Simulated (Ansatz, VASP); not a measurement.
One calculation of HPbNO4, two programs

Contents of INCAR:

```
PREC = Accurate
ENCUT = 520
EDIFF = 1E-7
ISMEAR = -1
SIGMA = 0.05
LREAL = F
LASPH = T
NELM = 60
ALGO = Normal
ISIF = 2
LWAVE = F
LCHARG = F
GGA = PE
NBANDS = 31
KPAR = 4
```

Contents of KPOINTS:

```
Automatic mesh
0
Gamma
  7 6 5
```

Contents of POSCAR:

```
HPbNO4
1.0
    3.8049410422      0.0017559430     -0.0360856151
    0.1711847125      4.2757803866     -0.0162474051
    0.7477850955      0.8273944212      5.7971964801
H Pb N O
1 1 1 4
Direct
    0.6151100000      0.8955900000      0.1984400000
    0.6459700000      0.4465100000      0.9168500000
    0.7147400000      0.2381000000      0.5005800000
    0.1695800000      0.4700700000      0.7776800000
    0.6291900000      0.9704500000      0.4984500000
    0.5642400000      0.9258300000      0.0384900000
    0.7802200000      0.4225000000      0.3195100000
```

The input input.yaml:

```yaml
crystal:
  lattice:
    - [3.8049410422, 0.001755943, -0.0360856151]
    - [0.1711847125, 4.2757803866, -0.0162474051]
    - [0.7477850955, 0.8273944212, 5.7971964801]
  atoms:
    - { symbol: H, position: [0.61511, 0.89559, 0.19844] }
    - { symbol: Pb, position: [0.64597, 0.44651, 0.91685] }
    - { symbol: "N", position: [0.71474, 0.2381, 0.50058] }
    - { symbol: O, position: [0.16958, 0.47007, 0.77768] }
    - { symbol: O, position: [0.62919, 0.97045, 0.49845] }
    - { symbol: O, position: [0.56424, 0.92583, 0.03849] }
    - { symbol: O, position: [0.78022, 0.4225, 0.31951] }
hamiltonian:
  xc: pbe
  pseudopotentials: { kind: paw }
kpoints:
  mp_grid: { grid: [7, 6, 5] }
scf:
  occupations: { method: fermi_dirac, width: 0.05 }
output:
  forces: true
  stress: true
  eigenvalues: true
  write_density: true
  write_potential: true
  elf: true
  volumetric_format: npy
```

Change from the starting cell: volume scaled by 0.96.

Alike in both runs: task single point; functional PBE; k mesh 7 × 6 × 5; occupations fermi-dirac, width 0.05 eV; no spin polarisation.

|  | VASP | Ansatz |
| --- | --- | --- |
| version | VASP 6.6.1 | Ansatz 0.2.0 |
| potentials or method | VASP PAW PBE potentials, release 64 (H, Pb_d, N, O) | Ansatz PAW |
| plane-wave cutoff (eV) | 520 | 420 |
| valence electrons in the cell | 44 | 44 |

```tsv
	VASP	Ansatz	Ansatz less VASP
gap on the k mesh at the Fermi level (eV)	0.41	0.41	-0.006
least direct gap on the mesh (eV)	0.67	0.67	0.000
pressure (GPa)	4.9	4.2	-0.78
largest component of the traceless stress (GPa)	1.79	1.08	-0.717
rms of the force components (eV/Å)	0.692	0.462	-0.2308
```

Atom by atom the forces differ by 0.238 eV/Å (rms over components).

Caveats: spin-orbit coupling is left out, which as a rule narrows the gap of such compounds by several tenths of an eV; forces of over 1 eV/Å show positions far from the minimum, so gaps and moduli don't describe the material at rest; the standard files for N, O and F lose accuracy on very short bonds (VASP); an odd mesh through Γ misses points on the zone boundary, where band edges often lie (VASP); odd divisions of the mesh miss points on the zone boundary, where band edges often lie, so the gap on the mesh can be too wide (Ansatz); the pressure holds a Pulay correction of +0.7 GPa for the finite cutoff (Ansatz).
